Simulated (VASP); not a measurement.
VASP ran on this input.

### POSCAR
```
Mg3Sb2
1
    4.5025600000     0.0000000000     0.0000000000
   -2.2512800000     3.8993310000     0.0000000000
    0.0000000000     0.0000000000     7.1339050000
Mg Sb
3 2
Direct
  0.0000000000   0.0000000000   0.0000000000
  0.3333330000   0.6666670000   0.3666200000
  0.6666670000   0.3333330000   0.6333800000
  0.3333330000   0.6666670000   0.7718700000
  0.6666670000   0.3333330000   0.2281300000
```

**KPOINTS**
```
Automatic mesh
0
gamma
 7 7 4
```

**INCAR**
```
ALGO = Normal
EDIFF = 1E-6
ENCUT = 300
ISIF = 2
ISMEAR = -1
LASPH = .True.
LCHARG = .False.
LMAXMIX = 4
LREAL = .False.
LWAVE = .False.
NELM = 100
PREC = Accurate
SIGMA = 0.05
SYSTEM = Mg3Sb2
```

POTCAR, in this order: Mg Sb (LDA.64 set). Program: vasp_std.

Task: Translate this LDA calculation to Ansatz.

Result: One equivalent input (not run):
Ansatz 0.2 input:
```yaml
crystal:
  lattice:
    - [4.5025600, 0.0000000, 0.0000000]
    - [-2.2512800, 3.8993310, 0.0000000]
    - [0.0000000, 0.0000000, 7.1339050]
  atoms:
    - { symbol: Mg, position: [0.0000000, 0.0000000, 0.0000000] }
    - { symbol: Mg, position: [0.3333330, 0.6666670, 0.3666200] }
    - { symbol: Mg, position: [0.6666670, 0.3333330, 0.6333800] }
    - { symbol: Sb, position: [0.3333330, 0.6666670, 0.7718700] }
    - { symbol: Sb, position: [0.6666670, 0.3333330, 0.2281300] }
kpoints:
  mp_grid: { grid: [7, 7, 4] }
hamiltonian:
  xc: lda
  pseudopotentials: { kind: paw }
scf:
  occupations: { method: fermi_dirac, width: 0.05 }
  max_iter: 100
output: { forces: true, stress: true, eigenvalues: true }
```
What does not carry over: each code has its own PAW files, so the cut-off isn't converted (ENCUT is set for VASP's; basis.ecutwfc is left out, and Ansatz then takes the one that its files recommend); Ansatz stops its SCF on the density residual and VASP on the energy change (EDIFF); Ansatz's lda is the Perdew-Wang form, while the LDA potentials of VASP carry Perdew-Zunger's.

The structure comes from a computed database's Mg3Sb2 entry; how it stands against other phases isn't given here. The cell was not relaxed at this level. The run is one of a series of settings (GGA removed, POTCAR Mg Sb (LDA.64 set) against the base run), some of them coarse on purpose.
